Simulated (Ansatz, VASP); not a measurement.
# PtS2 in two plane-wave programs

One calculation is typed for both programs; each brings its own data sets. How far apart do they land? The cell is taken from a series of runs on this material, whose earlier steps may have relaxed, scaled, displaced or heated it; both programs get it as it stands.

Method: plane waves, with VASP 6.6.1 beside it; PBE with D3(BJ), in Ansatz 0.2.0.

### 1. Starting point

The cell holds 9 atoms: 3 Pt and 6 S. Its edges and angles: a = 3.568 Å, b = 3.568 Å, c = 48.760 Å, α = 90.0°, β = 90.0°, γ = 120.0°. Vacuum lies along c.

### 2. Ansatz: zone-centre phonons, PBE with D3(BJ)

Ansatz runs on its PAW soft_1 files.

Second derivatives magnify differences that forces hide, and they need a tight electronic threshold.

Contents of input.yaml:

```yaml
crystal:
  lattice:
    - [3.5679580646, 0.0, 0.0]
    - [-1.7839790323, 3.0899423236, 0.0]
    - [0.0, 0.0, 48.75998592]
  atoms:
    - { symbol: Pt, position: [0.0, 0.0, 0.1955216132] }
    - { symbol: S, position: [0.3333333333, 0.6666666667, 0.2202332179] }
    - { symbol: S, position: [0.6666666667, 0.3333333333, 0.1701381197] }
    - { symbol: Pt, position: [0.0, 0.0, 0.2920427422] }
    - { symbol: S, position: [0.3333333333, 0.6666666667, 0.3169657831] }
    - { symbol: S, position: [0.6666666667, 0.3333333333, 0.2671197014] }
    - { symbol: Pt, position: [0.0, 0.0, 0.3885638712] }
    - { symbol: S, position: [0.3333333333, 0.6666666667, 0.4139473648] }
    - { symbol: S, position: [0.6666666667, 0.3333333333, 0.3638522666] }
  periodic: [true, true, false]
kpoints:
  mp_grid: { grid: [9, 9, 1] }
hamiltonian:
  xc: pbe
  dispersion: d3bj
  pseudopotentials: { kind: paw, azcp: { folder: soft_1 } }
scf:
  occupations: { method: fixed }
output:
  eigenvalues: true
phonons:
  method: dfpt
```

On the command line:

```bash
$ ansatz run input.yaml --threads 8 --pin off --max-ram 20480MiB --backend cpu --events-out ev --progress --plain --runs-dir out
```

Numbers of over 12 decimals in the logs are rounded to 6 here.

Log:

```text
Warning: crystal.symmetry: narrowed to the stabiliser of the run's FFT grids — unitary ops 12 → 6. A phonons.method: dfpt run fills in the rows of the dynamical matrix that it does not solve by its symmetry operations, which is exact only for operations that map its FFT grids onto themselves: filled in by any other, the frequencies could depend on the order in which like atoms are typed, or, by more than the grids' own error, on where the crystal sits among the grids' points. Excluded: 6 operations. The run can therefore solve more perturbations, solve them on more k-points, or both, and cost more. [rest of the remark cut]
Engine: ansatz 0.2.0, aarch64-unknown-linux-gnu
Pseudopotentials: kind: paw
Pseudopotential: Pt, paw, valence charge 18, recommended cutoff 420 eV (normal), soft_1/Pt.paw.azcp
Pseudopotential: S, paw, valence charge 6, recommended cutoff 420 eV (normal), soft_1/S.paw.azcp
Functional definition: PBE
  parameter kappa = 0.804
  parameter beta = 0.066725
  exchange = pbe_x(kappa = kappa, mu = beta*pi^2/3)
  correlation = pbe_c(beta = beta)
Crystal: 9 atoms, lattice volume = 537.568 Å³
Basis set: ecut = 420 eV, 10345 PW (Γ), exchange–correlation on 48×48×720 points (8 copies of the dense FFT grid, shifted against one another)
Bands: 54, of which v1, the nominal top of the filled ones, is band 45 counted from 1 (44 counted from 0)
Symmetry: 12 space group operations
k-points: 25 of 81 (irreducible under 2 space group operations, time reversal used)
Non-local potential: Pt, projectors of the file, l = 0: 3, l = 1: 2, l = 2: 2, l = 3: 1
Non-local potential: S, projectors of the file, l = 0: 2, l = 1: 2, l = 2: 1
PAW form: soft (Blöchl's): semilocal exchange-correlation on the pseudo side does not see the compensation charge
PAW one-centre angular grid: Pt, 590 points (default); XC on 64 Gauss nodes
PAW one-centre angular grid: S, 110 points (default); XC on 64 Gauss nodes
Initial density: superposition of atomic densities (neutral atoms: chi_scale 0, normalization atom)
Initial wavefunctions: pseudopotential atomic-orbital guess
Functional: x = pbe(κ = 0.804, μ = 0.219515), c = pbe(β = 0.066725)
SCF iter   1: F=—  HF=-42996.896615 eV  |F-HF|=—  |Δ(HF+E_count)|=         —  Δρ=5.58e-2  dr2=2.06e1  ethr=3.10e-3  ⟨swp⟩=7.7  Hψ=7418  notcnv=0  defer=160
preconditioner: auto → Resta (q_TF=auto, 2.025 Å⁻¹)  ε∞=3.2  [insulator: Δε(μ)=1.382 eV  Ē_g=8.697 eV  n_scr=30 (ndim 8)  ℏωp=13.0 eV  f_vac=0.685  ε∞_Penn≈3.2  vacuum switching on, ρ_ref=5.5e-3 e/Å³]
SCF iter   2: F=—  HF=-42994.216616 eV  |F-HF|=—  |Δ(HF+E_count)|=    2.68e0  Δρ=2.69e-2  dr2=6.25e0  ethr=3.10e-3  ⟨swp⟩=4.4  Hψ=4161  notcnv=0  defer=151
SCF iter   3: F=—  HF=-42993.038345 eV  |F-HF|=—  |Δ(HF+E_count)|=    1.18e0  Δρ=1.14e-2  dr2=2.56e-1  ethr=3.10e-3  ⟨swp⟩=3.9  Hψ=3190  notcnv=0  defer=163
SCF iter   4: F=—  HF=-42993.181911 eV  |F-HF|=—  |Δ(HF+E_count)|=   1.44e-1  Δρ=5.90e-3  dr2=1.69e0  ethr=2.84e-4  ⟨swp⟩=4.2  Hψ=3158  notcnv=0  defer=173
SCF iter   5: F=—  HF=-42993.048703 eV  |F-HF|=—  |Δ(HF+E_count)|=   1.33e-1  Δρ=1.99e-3  dr2=2.94e-2  ethr=2.84e-4  ⟨swp⟩=3.6  Hψ=2138  notcnv=0  defer=173
SCF iter   6: F=—  HF=-42993.046981 eV  |F-HF|=—  |Δ(HF+E_count)|=   1.72e-3  Δρ=7.24e-4  dr2=5.89e-3  ethr=3.27e-5  ⟨swp⟩=3.9  Hψ=2990  notcnv=0  defer=175
SCF iter   7: F=—  HF=-42993.046493 eV  |F-HF|=—  |Δ(HF+E_count)|=   4.88e-4  Δρ=4.81e-4  dr2=2.39e-3  ethr=6.54e-6  ⟨swp⟩=2.9  Hψ=2656  notcnv=0  defer=175
SCF iter   8: F=—  HF=-42993.046117 eV  |F-HF|=—  |Δ(HF+E_count)|=   3.76e-4  Δρ=1.44e-4  dr2=1.78e-4  ethr=2.65e-6  ⟨swp⟩=2.9  Hψ=2329  notcnv=0  defer=175
SCF iter   9: F=—  HF=-42993.046098 eV  |F-HF|=—  |Δ(HF+E_count)|=   1.91e-5  Δρ=1.93e-5  dr2=1.85e-6  ethr=1.98e-7  ⟨swp⟩=3.5  Hψ=3210  notcnv=0  defer=175
SCF iter  10: F=—  HF=-42993.046209 eV  |F-HF|=—  |Δ(HF+E_count)|=   1.11e-4  Δρ=5.18e-6  dr2=3.85e-7  ethr=2.06e-9  ⟨swp⟩=3.8  Hψ=3464  notcnv=0  defer=173
SCF iter  11: F=—  HF=-42993.046209 eV  |F-HF|=—  |Δ(HF+E_count)|=   1.19e-8  Δρ=1.43e-6  dr2=1.99e-8  ethr=4.28e-10  ⟨swp⟩=3.0  Hψ=2578  notcnv=0  defer=172
SCF iter  12: F=—  HF=-42993.046209 eV  |F-HF|=—  |Δ(HF+E_count)|=   2.95e-9  Δρ=4.49e-7  dr2=1.26e-9  ethr=2.21e-11  ⟨swp⟩=3.4  Hψ=2974  notcnv=0  defer=170
SCF iter  13: F=—  HF=-42993.046209 eV  |F-HF|=—  |Δ(HF+E_count)|=   1.72e-9  Δρ=1.61e-7  dr2=8.14e-10  ethr=1.40e-12  ⟨swp⟩=3.1  Hψ=2978  notcnv=0  defer=170
SCF iter  14: F=—  HF=-42993.046209 eV  |F-HF|=—  |Δ(HF+E_count)|=  1.89e-10  Δρ=1.15e-7  dr2=4.82e-10  ethr=1.00e-12  ⟨swp⟩=2.8  Hψ=2137  notcnv=0  defer=170
SCF iter  15: F=-42993.046209 eV  HF=-42993.046209 eV  |F-HF|=2.18e-11  |Δ(HF+E_count)|=  1.46e-10  Δρ=4.92e-8  dr2=5.00e-11  ethr=1.00e-12  ⟨swp⟩=32.6  Hψ=14879  notcnv=0
SCF 1 converged in 15 iterations: F = -42993.046209 eV  dr2 = 5.00e-11
  greatest PAW one-centre occupation: 1.000 electrons in one spin orbital (limit 2), on the Pt atom at site 3 (counted from 0), in its partial waves of l = 0
DFPT response loops at Γ: preconditioner auto → none (the input reference at scf.mixing.eps_inf says where Resta's filter doesn't serve); β = 0.50; Broyden in place of MSR1
SCF converged after 15 iterations
Free energy (F): -42993.046209 eV
Harris-Foulkes:  -42993.046209 eV  (|F-HF|=2.18e-11)
Internal energy: -42993.046209 eV  (E = F + TS)
E sigma→0 (E₀):  -42993.046209 eV
Fermi energy:    -5.445283 eV
--- Per-component energies (eV) ---
  E_band       = -2433.127721
  E_kinetic    = 2418.714236
  E_local      = -515606.815844  (includes V_loc(G=0)·N_el)
  E_nonlocal   = 816.001580
  E_hartree    = 256128.878617
  E_xc         = -1229.416931
  E_vxc        = -1309.342684  (∫ρ·V_xc dr)
  E_paw        = -32101.332353  (= ΣΔE_a)
  E_vpaw       = -1009.448427  (= ΣTr[D̂ρ^β])
  E_aug_tail   = 0.003338  (compensation charges beyond the density's cutoff)
  E_ewald      = 246584.401578
  E_disp       = -3.480430  (pairwise vdW)
  E_smearing   = -0.000000  (= −TS)
  E_closure    = -0.000000  (closes the sum)
  Σ components = -42993.046209   (vs F -42993.046209, Δ=0.00e0)
--- Band table (eV; the first three rows and the last of 25) ---
  k-point 0: bands = [... 41 lower, -6.6403, -6.6403, -6.1947, -5.4453, -3.6523, -3.6523, -3.2413, -3.2413, ... 5 higher]
  k-point 1: bands = [... 41 lower, -6.5716, -6.5496, -5.6517, -5.4530, -4.0500, -3.8789, -3.8532, -3.5858, ... 5 higher]
  k-point 2: bands = [... 41 lower, -6.6502, -6.6300, -6.3273, -5.7797, -4.6327, -4.3182, -4.1397, -3.7809, ... 5 higher]
  k-point 24: bands = [... 41 lower, -7.5051, -6.9569, -6.5919, -6.1842, -4.5980, -4.4451, -4.1165, -3.8815, ... 5 higher]
  ° read free of the cell's end (the report's vacuum.weakly_bound_levels)
--- Phonons (Γ-DFPT): 18 representative perturbations + reference, on 25 of 81 k-points (Σ response iterations 82) ---
  ASR residual: 1.826e-4 → 0.000e0 eV/Å²; symmetrization residual: 1.753e-5 eV/Å²
  The last average, over the group as it would stand without the narrowing to the FFT grids, took up to 1.721e-5 eV/Å² of the zone centre's force constants
  pairwise dispersion correction: d3bj (s6 = 1.0, s8 = 0.7875, a1 = 0.4289, a2_bohr = 4.4407), with the weights of each atom's references fixed at the reference crystal's, and the forces and stress that the weights' published response gives there kept as a pressure on the atom's counted neighbours (hamiltonian.dispersion)
  ASR residual per site (eV/Å²): 1.07e-4 2.06e-6 6.70e-5 1.83e-4 5.56e-6 5.53e-6 1.16e-4 5.51e-5 9.33e-6
  Γ frequencies (cm⁻¹): 0.00 0.00 0.00 23.72 25.82 25.82 41.62 41.62 42.35 286.64 286.64 287.18 287.18 293.22 293.22 309.11 309.11 318.33 319.11 325.55 325.55 326.16 328.76 336.12 337.65 341.06 341.06
  non-analytic LO–TO correction: not included (Born effective charges unavailable; polar crystals: no LO–TO splitting at Γ)
```

(Continued in part 2 of 3.)

[Lines on the potential files, build, host, timing and source positions are cut from VASP's logs without a mark.]

[Logs are printed without paths, hosts, clocks, repeated set-up lines and the standing remarks that a program may print on its own settings, such as how far it seeks lower states.]

[Hosts, paths, dates, database ids (printed as entryN), source tags and the programs' standing remarks are cut or masked in the printed files.]
